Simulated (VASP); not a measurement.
# KSrMg6 (Amm2) in VASP: reference runs

Reference runs on KSrMg6: the cell as given and a disturbed copy, then over a range of volumes.

Everything below comes from runs of VASP 6.6.1. Logs are shortened: lines on timing, memory, paths and dates and some standing lists are left out, and cuts for length are marked.

**1. The crystal as given**

Symmetry: Amm2, No. 38, orthorhombic system. Conventional cell: a = 5.566 Å, b = 7.041 Å, c = 12.340 Å, α = 90.00°, β = 90.00°, γ = 90.00°. Sr (site symmetry mm2) is surrounded by 10 Mg at 3.44 to 3.67 Å and 2 K at 3.55 Å. K (site symmetry mm2) is surrounded by 10 Mg at 3.43 to 3.67 Å and 2 Sr at 3.55 Å. Mg (site symmetry mm2) has 10 Mg at 3.43 to 3.57 Å and 2 Sr at 3.52 Å as nearest neighbours. Around Mg (site symmetry m) lie 8 Mg at 3.41 to 3.63 Å and 2 Sr at 3.44 to 3.67 Å and 2 K at 3.47 Å. Around Mg (site symmetry mm2) lie 10 Mg at 3.43 to 3.55 Å and 2 K at 3.52 Å. Mg (site symmetry m) is surrounded by 8 Mg at 3.42 to 3.62 Å and 2 K at 3.43 to 3.67 Å and 2 Sr at 3.47 Å.

The cell comes from a database or a generator and needn't be the stable form of this composition.

**2. Single point, PBE**

The input, INCAR:

```
PREC = Accurate
ENCUT = 520
EDIFF = 1E-7
ISMEAR = -1
SIGMA = 0.05
LREAL = F
LASPH = T
NELM = 100
ALGO = Normal
ISIF = 2
LWAVE = F
LCHARG = F
GGA = PE
NBANDS = 26
```

The input, KPOINTS:

```
Automatic mesh
0
Gamma
  5 5 5
```

The input, POSCAR:

```
KSrMg6
1.0
    5.5661840000      0.0000000000      0.0000000000
    0.0000000000      3.5203640000      6.1699905000
    0.0000000000     -3.5203640000      6.1699905000
Sr K Mg
1 1 6
Direct
    0.5000000000      0.6611540000      0.6611540000
    0.0000000000      0.8395520000      0.8395520000
    0.5000000000      0.1653990000      0.1653990000
    0.5000000000      0.6618800000      0.1771420000
    0.5000000000      0.1771420000      0.6618800000
    0.0000000000      0.3331310000      0.3331310000
    0.0000000000      0.8381630000      0.3235770000
    0.0000000000      0.3235770000      0.8381630000
```

Potentials or basis: VASP PAW PBE potentials, release 64 (Sr_sv, K_sv, Mg).

Started as:

```bash
> cat potpaw_PBE.64/Sr_sv/POTCAR potpaw_PBE.64/K_sv/POTCAR potpaw_PBE.64/Mg/POTCAR > POTCAR
> mpirun -np 1 vasp_std > vasp.out
```

OUTCAR:

```text
PREC = Accurate
   ENCUT = 520
   EDIFF = 1E-7
   ISMEAR = -1
   LREAL = F
   LASPH = T
   NELM = 100
   ISIF = 2
   GGA = PE

 ion  position               nearest neighbor table
   1  0.500  0.661  0.661-   4 3.44   5 3.44   7 3.47   8 3.47   7 3.47   8 3.47   3 3.52   3 3.52
                             2 3.55   2 3.55   5 3.67   4 3.67
   2  0.000  0.840  0.840-   7 3.43   8 3.43   4 3.47   5 3.47   4 3.47   5 3.47   6 3.52   6 3.52
                             1 3.55   1 3.55   8 3.67   7 3.67
   3  0.500  0.165  0.165-   7 3.43   8 3.43   7 3.43   8 3.43   6 3.47   6 3.47   1 3.52   1 3.52
                             4 3.54   5 3.54   4 3.57   5 3.57
   4  0.500  0.662  0.177-   5 3.41   7 3.42   7 3.42   6 3.43   6 3.43   1 3.44   2 3.47   2 3.47
                             3 3.54   3 3.57   5 3.63   1 3.67
   5  0.500  0.177  0.662-   4 3.41   8 3.42   8 3.42   6 3.43   6 3.43   1 3.44   2 3.47   2 3.47
                             3 3.54   3 3.57   4 3.63   1 3.67
   6  0.000  0.333  0.333-   4 3.43   5 3.43   4 3.43   5 3.43   3 3.47   3 3.47   2 3.52   2 3.52
                             8 3.55   7 3.55   7 3.55   8 3.55
   7  0.000  0.838  0.324-   8 3.42   4 3.42   4 3.42   3 3.43   3 3.43   2 3.43   1 3.47   1 3.47
                             6 3.55   6 3.55   8 3.62   2 3.67
   8  0.000  0.324  0.838-   7 3.42   5 3.42   5 3.42   3 3.43   3 3.43   2 3.43   1 3.47   1 3.47
                             6 3.55   6 3.55   7 3.62   2 3.67

  LATTYP: Found a base centered orthorhombic cell.
 ALAT       =     7.0407280000
 B/A-ratio  =     1.7526569696
 C/A-ratio  =     0.7905693843

  Lattice vectors:

 A1 = (   0.0000000000,   3.5203640000,  -6.1699905000)
 A2 = (   0.0000000000,   3.5203640000,   6.1699905000)
 A3 = (   5.5661840000,   0.0000000000,   0.0000000000)

Analysis of symmetry for initial positions (statically):
=====================================================================
 Subroutine PRICEL returns:
 Original cell was already a primitive cell.

 Routine SETGRP: Setting up the symmetry group for a
 base centered orthorhombic supercell.

 Subroutine GETGRP returns: Found  4 space group operations
 (whereof  4 operations were pure point group operations)
 out of a pool of  8 trial point group operations.

The static configuration has the point symmetry C_2v.

Analysis of symmetry for dynamics (positions and initial velocities):
=====================================================================
 Subroutine PRICEL returns:
 Original cell was already a primitive cell.

 Routine SETGRP: Setting up the symmetry group for a
 base centered orthorhombic supercell.

 Subroutine GETGRP returns: Found  4 space group operations
 (whereof  4 operations were pure point group operations)
 out of a pool of  8 trial point group operations.

The dynamic configuration has the point symmetry C_2v.

 Subroutine INISYM returns: Found  4 space group operations
 (whereof  4 operations are pure point group operations),
 and found     1 'primitive' translations

----------------------------------------------------------------------------------------

                                     Primitive cell

  volume of cell :     241.8019

  direct lattice vectors                    reciprocal lattice vectors
     5.566184000  0.000000000  0.000000000     0.179656296  0.000000000  0.000000000
     0.000000000  3.520364000  6.169990500     0.000000000  0.142030767  0.081037402
     0.000000000 -3.520364000  6.169990500     0.000000000 -0.142030767  0.081037402

  length of vectors
     5.566184000  7.103643112  7.103643112     0.179656296  0.163523085  0.163523085

  position of ions in fractional coordinates (direct lattice)
     0.500000000  0.661154000  0.661154000
     0.000000000  0.839552000  0.839552000
     0.500000000  0.165399000  0.165399000
     0.500000000  0.661880000  0.177142000
     0.500000000  0.177142000  0.661880000
     0.000000000  0.333131000  0.333131000
     0.000000000  0.838163000  0.323577000
     0.000000000  0.323577000  0.838163000

  ion indices of the primitive-cell ions
   primitive index   ion index
                 1           1
                 2           2
                 3           3
                 4           4
                 5           5
                 6           6
                 7           7
                 8           8

----------------------------------------------------------------------------------------

 KPOINTS: Automatic mesh

Automatic generation of k-mesh.
 Grid dimensions read from file:
 generate k-points for:    5    5    5

 Generating k-lattice:

  Cartesian coordinates                     Fractional coordinates (reciprocal lattice)
     0.035931259  0.000000000  0.000000000     0.200000000  0.000000000  0.000000000
     0.000000000  0.028406153  0.016207480     0.000000000  0.200000000  0.000000000
     0.000000000 -0.028406153  0.016207480     0.000000000  0.000000000  0.200000000

  Length of vectors
     0.035931259  0.032704617  0.032704617

  Shift w.r.t. Gamma in fractional coordinates (k-lattice)
     0.000000000  0.000000000  0.000000000

 Subroutine IBZKPT returns following result:
 ===========================================

 Found     27 irreducible k-points:

 Following reciprocal coordinates:
            Coordinates               Weight
  0.000000  0.000000  0.000000      1.000000
  0.200000  0.000000  0.000000      2.000000
  0.400000  0.000000  0.000000      2.000000
  0.000000  0.200000  0.000000      4.000000
  0.200000  0.200000  0.000000      8.000000
  0.400000  0.200000  0.000000      8.000000
[... 16 lines left out ...]
  0.200000  0.400000  0.400000      4.000000
  0.400000  0.400000  0.400000      4.000000
 [... further k-points ...]
   k-points           NKPTS =     27   k-points in BZ     NKDIM =     27   number of bands    NBANDS=     26
   number of dos      NEDOS =    301   number of ions     NIONS =      8
   total plane-waves  NPLWV = 122472
   dimension x,y,z NGX =    42 NGY =   54 NGZ =   54
   dimension x,y,z NGXF=    84 NGYF=  108 NGZF=  108
   ions per type =               1   1   6
   NGX,Y,Z   is equivalent  to a cutoff of  12.54, 12.64, 12.64 a.u.
   NGXF,Y,Z  is equivalent  to a cutoff of  25.09, 25.28, 25.28 a.u.
 SYSTEM =  unknown system
   PREC   = accura    normal or accurate (medium, high low for compatibility)
   ISTART =      0    job   : 0-new  1-cont  2-samecut
   ICHARG =      2    charge: 1-file 2-atom 10-const
   ISPIN  =      1    spin polarized calculation?
   LNONCOLLINEAR =      F non collinear calculations
   LSORBIT =      F    spin-orbit coupling
   LASPH  =      T    aspherical Exc in radial PAW
   ENCUT  =  520.0 eV  38.22 Ry    6.18 a.u.  10.35 13.21 13.21*2*pi/ulx,y,z
   NELM   =    100;   NELMIN=  2; NELMDL= -5     # of ELM steps
   EDIFF  = 0.1E-06   stopping-criterion for ELM
   LREAL  =      F    real-space projection
   EDIFFG = 0.1E-05   stopping-criterion for IOM
   NSW    =      0    number of steps for IOM
   IBRION =     -1    ionic relax: 0-MD 1-quasi-New 2-CG
   NFREE  =      0    steps in history (QN), initial steepest desc. (CG)
   ISIF   =      2    stress and relaxation
   ISYM   =      2    0-nonsym 1-usesym 2-fastsym
   POTIM  = 0.5000    time-step for ionic-motion
   TEBEG  =    0.0;   TEEND  =   0.0 temperature during run
   PSTRESS=    0.0 pullay stress
   NELECT =      31.0000    total number of electrons
   NUPDOWN=      -1.0000    fix difference up-down
   EMIN   =  10.00;   EMAX   =-10.00  energy-range for DOS
   EFERMI =   0.00;   METHOD = LEGACY
   ISMEAR =    -1;   SIGMA  =   0.05  broadening in eV -4-tet -1-fermi 0-gaus
   EFERMI_NEDOS =   21; number of points for ismear=-14 and -15
   IALGO  =     38    algorithm
   IMIX   =      4    mixing-type and parameters
     AMIX     =   0.40;   BMIX     =  1.00
     AMIX_MAG =   1.60;   BMIX_MAG =  1.00
  volume/ion in A,a.u.               =      30.23       203.97
  Fermi-wavevector in a.u.,A,eV,Ry     =   0.825484  1.559939  9.271342  0.681424
  Thomas-Fermi vector in A             =   1.937351
   LORBIT       =      0    0 simple, 1 ext, 2 COOP (PROOUT), +10 PAW based schemes
   GGA     = PE    functional components
   LHFCALC =     F    Hartree Fock is set to
   AEXX    =    0.0000 exact exchange contribution
   IVDW    =     0    specifies the selected vdW correction
   LEPSILON=     F    determine dielectric tensor
   LRPA    =     F    only Hartree local field effects (RPA)
 non-spin polarized calculation
  energy-cutoff  :      520.00
  volume of cell :      241.80
 maximum number of plane-waves:      6535
 NGX is ok and might be reduce to    42
   NGX = 21   NGY = 27   NGZ = 27

 number of electron      30.9999999 magnetization

 Free energy of the ion-electron system (eV)
  ---------------------------------------------------
  ext. energy  EPLUGINS =         0.00000000
  ---------------------------------------------------
  free energy    TOTEN  =       -10.35221903 eV

  energy without entropy =      -10.31665136  energy(sigma->0) =      -10.33443519

 E-fermi :   1.8067     XC(G=0):  -7.9773

 val. band max:        1.7915021600   @ k =   0.2000  -0.2000   0.2000
 cond. band min:       1.8207476415   @ k =   0.4000   0.2000   0.0000
 fundamental gap:      0.0292454815
 Fermi energy:         1.8067453243

 k-point     1 :       0.0000    0.0000    0.0000
  band No.  band energies     occupation
      1     -34.1450      2.00000
      2     -29.2307      2.00000
      3     -16.2389      2.00000
      4     -16.2050      2.00000
      5     -16.1651      2.00000
      6     -12.8217      2.00000
[... 18 lines left out ...]
     25       4.9669      0.00000
     26       5.0205      0.00000

 k-point     2 :       0.2000    0.0000    0.0000
  band No.  band energies     occupation
      1     -34.1450      2.00000
      2     -29.2308      2.00000
      3     -16.2413      2.00000
      4     -16.2060      2.00000
      5     -16.1647      2.00000
      6     -12.8256      2.00000
[... 18 lines left out ...]
     25       5.3652      0.00000
     26       5.5901      0.00000

 k-point     3 :       0.4000    0.0000    0.0000
  band No.  band energies     occupation
      1     -34.1449      2.00000
      2     -29.2308      2.00000
      3     -16.2450      2.00000
      4     -16.2077      2.00000
      5     -16.1641      2.00000
      6     -12.8317      2.00000
[... 18 lines left out ...]
     25       5.8773      0.00000
     26       6.0160      0.00000

 k-point     4 :       0.0000    0.2000    0.0000
  band No.  band energies     occupation
      1     -34.1450      2.00000
      2     -29.2307      2.00000
      3     -16.2389      2.00000
      4     -16.2052      2.00000
      5     -16.1654      2.00000
      6     -12.8217      2.00000
[... 18 lines left out ...]
     25       4.9978      0.00000
     26       5.2758      0.00000

 k-point     5 :       0.2000    0.2000    0.0000
  band No.  band energies     occupation
      1     -34.1450      2.00000
      2     -29.2307      2.00000
      3     -16.2413      2.00000
      4     -16.2062      2.00000
      5     -16.1650      2.00000
      6     -12.8256      2.00000
[... 18 lines left out ...]
     25       5.0680      0.00000
     26       5.2903      0.00000

 k-point     6 :       0.4000    0.2000    0.0000
  band No.  band energies     occupation
      1     -34.1449      2.00000
      2     -29.2308      2.00000
      3     -16.2450      2.00000
      4     -16.2079      2.00000
      5     -16.1644      2.00000
      6     -12.8316      2.00000
[... 427 lines left out ...]
 k-point    21 :       0.4000   -0.2000    0.2000
  band No.  band energies     occupation
      1     -34.1449      2.00000
      2     -29.2308      2.00000
      3     -16.2450      2.00000
      4     -16.2081      2.00000
      5     -16.1649      2.00000
      6     -12.8315      2.00000
[... 18 lines left out ...]
     25       5.1967      0.00000
     26       5.8641      0.00000

 k-point    22 :       0.0000    0.4000    0.4000
  band No.  band energies     occupation
      1     -34.1450      2.00000
      2     -29.2307      2.00000
      3     -16.2388      2.00000
      4     -16.2058      2.00000
      5     -16.1654      2.00000
      6     -12.8218      2.00000
[... 18 lines left out ...]
     25       5.1246      0.00000
     26       5.4273      0.00000

 k-point    23 :       0.2000    0.4000    0.4000
  band No.  band energies     occupation
      1     -34.1450      2.00000
      2     -29.2307      2.00000
      3     -16.2413      2.00000
      4     -16.2069      2.00000
      5     -16.1650      2.00000
      6     -12.8255      2.00000
[... 18 lines left out ...]
     25       5.0465      0.00000
     26       5.2731      0.00000

 k-point    24 :       0.4000    0.4000    0.4000
  band No.  band energies     occupation
      1     -34.1449      2.00000
      2     -29.2308      2.00000
      3     -16.2451      2.00000
      4     -16.2088      2.00000
      5     -16.1644      2.00000
      6     -12.8312      2.00000
[... 18 lines left out ...]
     25       4.9982      0.00000
     26       5.3663      0.00000

 [... further k-points ...]
[... 5 lines left out ...]
  --------------------------------------------------------------------------------------
  -------------------------------------------------------------------------------------
  Total       -0.0688745      0.2527599     -0.4732226      0.0000000      0.0000000      0.0000000
  in kB       -0.4563620      1.6747856     -3.1355697      0.0000000      0.0000000      0.0000000
  external PRESSURE =      -0.6390487 kB  Pullay stress =       0.0000000 kB

 VOLUME and BASIS-vectors are now :
 -----------------------------------------------------------------------------
  energy-cutoff  :      520.00
  volume of cell :      241.80
      direct lattice vectors                 reciprocal lattice vectors
     5.566184000  0.000000000  0.000000000     0.179656296  0.000000000  0.000000000
     0.000000000  3.520364000  6.169990500     0.000000000  0.142030767  0.081037402
     0.000000000 -3.520364000  6.169990500     0.000000000 -0.142030767  0.081037402

 POSITION                                       TOTAL-FORCE (eV/Angst)
 -----------------------------------------------------------------------------------
      2.78309      0.00000      8.15863         0.000000      0.000000     -0.026090
      0.00000      0.00000     10.36006         0.000000      0.000000      0.045263
      2.78309      0.00000      2.04102         0.000000      0.000000     -0.037679
      2.78309      1.70645      5.17676         0.000000     -0.119491      0.028370
      2.78309     -1.70645      5.17676         0.000000      0.119491      0.028370
      0.00000      0.00000      4.11083         0.000000      0.000000     -0.007496
      0.00000      1.81153      7.16792         0.000000      0.089284     -0.015369
      0.00000     -1.81153      7.16792         0.000000     -0.089284     -0.015369
 -----------------------------------------------------------------------------------
    total drift:                                0.000000      0.000000      0.000008

  FREE ENERGIE OF THE ION-ELECTRON SYSTEM (eV)
  ---------------------------------------------------
  free  energy   TOTEN  =       -10.3522190258 eV

  energy  without entropy=      -10.3166513619  energy(sigma->0) =      -10.33443519
```

Run time: 2.1 min. Hardware: 1 thread of AMD EPYC 9R45 (Zen 5), shared host; peak memory 0.42 GiB.

Results:

```yaml
Free_energy: -10.3522 eV
Pressure: -0.1 GPa
Largest_force: 0.123 eV/Å
Band_gap_on_the_k_mesh: none (metal or under the smearing width)
```

Forces in eV/Å, atoms in the order of the input:
```
Sr   0.000  0.000 -0.026
K    0.000  0.000  0.045
Mg   0.000  0.000 -0.038
Mg   0.000 -0.119  0.028
Mg   0.000  0.119  0.028
Mg   0.000  0.000 -0.007
Mg   0.000  0.089 -0.015
Mg   0.000 -0.089 -0.015
```

Stress tensor (GPa, compression positive):
```
-0.05  0.00  0.00
 0.00  0.17  0.00
 0.00  0.00 -0.31
```

Levels at points of the mesh, in eV from the Fermi level:
```
           k point  band 12  band 13  band 14  band 15  band 16  band 17  band 18  band 19  band 20  band 21
(0.00, 0.00, 0.00)    -1.83    -1.57    -1.16    -0.72    -0.39    -0.03     1.16     1.78     1.98     2.14
```

(Continued in part 2 of 3.)
